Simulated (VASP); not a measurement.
From VASP inputs to Ansatz: BiB (wurtzite)

INCAR

```
NBANDS = 26
IBRION = -1
ISIF = 2
LASPH = .TRUE.
EDIFF = 1E-7
LREAL = .FALSE.
LWAVE = .FALSE.
GGA = PS
SIGMA = 0.02
LCHARG = .FALSE.
ENCUT = 520
PREC = Accurate
NSW = 0
ISMEAR = -1
NELM = 120
```

KPOINTS

```
KPOINTS created by Atomic Simulation Environment
0
Gamma
12 12 4
0 0 0
```

KPOINTS_OPT

```
special points
6
Reciprocal
0.0000000000 0.0000000000 0.0000000000 1
0.5000000000 0.0000000000 0.0000000000 1
0.3333333333 0.3333333333 0.0000000000 1
0.0000000000 0.0000000000 0.5000000000 1
0.5000000000 0.0000000000 0.5000000000 1
0.3333333333 0.3333333333 0.5000000000 1
```

POSCAR

```
B  Bi
 1.0000000000000000
     3.8655765024502955   -0.0000000000286916   -0.0000000000000000
    -1.9327882512003001    3.3476874514085013    0.0000000000000000
     0.0000000000000000    0.0000000000000000    6.3754468497190064
 B   Bi
   2   2
Cartesian
  0.0000000000165649  2.2317916342627702  0.0015515958741236
  1.9327882512334298  1.1158958171170392  3.1892750207336262
  0.0000000000165649  2.2317916342627702  2.3892409727705033
  1.9327882512334298  1.1158958171170392  5.5769643976300065
```

VASP ran with the recommended PBE PAW datasets (36 valence electrons in the cell).

Write an Ansatz input for this cell and level of theory.



```yaml
crystal:
  lattice:
    - [3.8655765025, 0.0, 0.0]
    - [-1.9327882512, 3.3476874514, 0.0]
    - [0.0, 0.0, 6.3754468497]
  atoms:
    - { symbol: B, position: [0.3333333333, 0.6666666667, 0.0002433705] }
    - { symbol: B, position: [0.6666666667, 0.3333333333, 0.5002433705] }
    - { symbol: Bi, position: [0.3333333333, 0.6666666667, 0.3747566295] }
    - { symbol: Bi, position: [0.6666666667, 0.3333333333, 0.8747566295] }
kpoints:
  mp_grid: { grid: [12, 12, 4] }
  band_path:
    path:
      - [0.0, 0.0, 0.0]
      - [0.5, 0.0, 0.0]
      - [0.3333333333, 0.3333333333, 0.0]
      - [0.0, 0.0, 0.5]
      - [0.5, 0.0, 0.5]
      - [0.3333333333, 0.3333333333, 0.5]
    npoints: 1
hamiltonian:
  xc: pbesol
scf:
  occupations: { method: fermi_dirac, width: 0.02 }
  n_extra_bands: 5
output:
  forces: true
  stress: true
  eigenvalues: true
```

Other inputs would serve too.

|  | VASP | Ansatz |
| --- | --- | --- |
| gap between bands v and c | 0.05 eV | 0.05 eV |
| least direct gap | 0.05 eV | 0.05 eV |
| pressure | -1.6 GPa | -1.5 GPa |

Each program uses its own PAW datasets. VASP's cell holds 36 valence electrons and Ansatz's 36. Ansatz's stress includes a Pulay correction; VASP's doesn't.
